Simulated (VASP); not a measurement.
Given:

```yaml
crystal:
  lattice:
    - [0.00000, 3.06721, 3.06721]
    - [3.06721, 0.00000, 3.06721]
    - [3.06721, 3.06721, 0.00000]
  atoms:
    - { symbol: Pb, position: [0.00000, 0.00000, 0.00000] }
    - { symbol: Se, position: [0.50000, 0.50000, 0.50000] }
```

Method: MS2 meta-GGA, VASP's PBE PAW potentials (set 64) (plane waves; VASP). Settings: 520 eV cut-off, 8×8×8 Γ-centred mesh, tetrahedra with Blöchl corrections, potentials Pb_d Se.

Unless said otherwise, spin-orbit coupling is left out, though it shifts the bands of the heavy elements here.

**Question.** Tabulate the total density of states (states/eV per cell) against energy (eV; zero at the valence-band maximum or, without a gap, the Fermi level).

**Answer.** 
(E (eV), DOS (states/eV)): (-9.98, 0.00); (-9.74, 0.00); (-9.50, 0.00); (-9.26, 0.00); (-9.02, 0.00); (-8.78, 0.01); (-8.54, 0.79); (-8.30, 1.90); (-8.06, 2.43); (-7.82, 1.44); (-7.70, 1.36); (-7.46, 0.65); (-7.22, 0.26); (-6.98, 0.17); (-6.74, 0.12); (-6.50, 0.05); (-6.26, 0.00); (-6.02, 0.00); (-5.78, 0.00); (-5.54, 0.00); (-5.30, 0.00); (-5.06, 0.00); (-4.82, 0.19); (-4.58, 0.38); (-4.34, 0.73); (-4.10, 0.71); (-3.86, 0.89); (-3.62, 1.19); (-3.38, 1.49); (-3.14, 1.90); (-3.02, 1.76); (-2.78, 1.85); (-2.54, 1.98); (-2.30, 2.19); (-2.06, 2.11); (-1.82, 1.90); (-1.58, 1.11); (-1.34, 1.14); (-1.10, 1.81); (-0.86, 1.60); (-0.62, 0.64); (-0.38, 0.08); (-0.14, 0.01); (0.10, 0.00); (0.34, 0.00); (0.58, 0.01); (0.82, 0.07); (1.06, 0.21); (1.30, 0.70); (1.54, 0.88); (1.66, 1.10); (1.90, 1.24); (2.14, 1.41); (2.38, 1.39); (2.62, 1.33); (2.86, 1.37); (3.10, 1.42); (3.34, 1.51); (3.58, 1.59); (3.82, 1.86)
Within 2 eV below the valence-band maximum the largest weight inside VASP's projection spheres is Se p, then Pb s.

The compound is PbSe in the rock salt structure. It was relaxed first.
